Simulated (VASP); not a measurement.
VASP input:

**INCAR**
```
ISYM=3
ISIF=2
AEXX=0.25
EDIFF=1E-6   ! SCF stop (eV)
ALGO=Normal
LWAVE=F
LASPH=T   ! aspherical one-centre terms
LCHARG=F
ENCUT=520
LREAL=F
NELM=60
ISMEAR=0
LHFCALC=T
SYSTEM=MgO
GGA=PE
PRECFOCK=Fast
HFRCUT=-1
PREC=Accurate
SIGMA=0.05
```

KPOINTS:
```
Automatic mesh
0
Gamma
8 8 8
0 0 0
```

File POSCAR:
```
MgO
1
    0.0000000000     2.1019958147     2.1019958147
    2.1019958147     0.0000000000     2.1019958147
    2.1019958147     2.1019958147     0.0000000000
Mg O
1 1
Direct
  0.0000000000   0.0000000000   0.0000000000
  0.5000000000   0.5000000000   0.5000000000
```

POTCAR, in this order: Mg O (PBE.64 set). Program: vasp_std. Read from the step before: WAVECAR.

Task: Write an equivalent input for Quantum ESPRESSO's pw.x.

Result: One equivalent input (not run):
```
&CONTROL
  calculation = 'scf'
  pseudo_dir = './pseudo'
  outdir = './out'
  tprnfor = .true.
  tstress = .false.
/
&SYSTEM
  ibrav = 0
  nat = 2
  ntyp = 2
  ecutwfc = 84
  occupations = 'smearing'
  smearing = 'gaussian'
  degauss = 0.003675
  input_dft = 'pbe0'
  nqx1 = 8
  nqx2 = 8
  nqx3 = 8
/
&ELECTRONS
  conv_thr = 7.3e-08
  electron_maxstep = 60
/
ATOMIC_SPECIES
  Mg 24.305 Mg.upf
  O 15.999 O.upf
CELL_PARAMETERS angstrom
     0.0000000    2.1019958    2.1019958
     2.1019958    0.0000000    2.1019958
     2.1019958    2.1019958    0.0000000
ATOMIC_POSITIONS crystal
  Mg   0.0000000  0.0000000  0.0000000
  O    0.5000000  0.5000000  0.5000000
K_POINTS automatic
  8 8 8 0 0 0
```
Limits of the translation: the potentials are each code's own (VASP's PAW set, PseudoDojo norm-conserving files in pw.x), so ENCUT and ecutwfc are chosen apart and not converted; conv_thr bounds pw.x's estimated SCF error, while EDIFF bounds the energy change between steps; the singularity of exact exchange is treated differently by default.

The compound is MgO in the rock salt structure. This cell is one point of a volume scan, at 0.97 of the reference volume.
